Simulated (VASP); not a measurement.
Level of theory: r2SCAN meta-GGA, VASP's PBE PAW potentials (set 64) (plane waves; VASP 6.6.1).

A VASP calculation is set up with these files.

### POSCAR
```
Ta
2.8334920
 -0.5773503680   0.5773503680   0.5773503680
  0.5773503680  -0.5773503680   0.5773503680
  0.5773503680   0.5773503680  -0.5773503680
Ta
1
Cart
  0.0000000000   0.0000000000   0.0000000000
```

### KPOINTS
```
K-points
0
G
  15 15 15
0 0 0
```

**INCAR**
```
ALGO = Normal
EDIFF = 1E-7
ENCUT = 520
ISIF = 2
ISMEAR = 1
LASPH = .True.
LCHARG = .False.
LMAXMIX = 6
LMIXTAU = .True.
LREAL = .False.
LWAVE = .False.
METAGGA = R2SCAN
NELM = 100
PREC = Accurate
SIGMA = 0.1
SYSTEM = Ta
```

POTCAR, in this order: Ta_pv (PBE.64 set). Program: vasp_std.

Question: What will the output report for the number of irreducible k-points (NKPTS), largest plane-wave count, number of space-group operations, FFT grid (NGX, NGY, NGZ)?

Answer: 
* **number of irreducible k-points (NKPTS)**: 120
* **largest plane-wave count**: 482
* **number of space-group operations**: 48
* **FFT grid (NGX, NGY, NGZ)**: 24 × 24 × 24

The compound is Ta in the bcc structure. This cell is one point of a volume scan, at 0.97 of the reference volume.
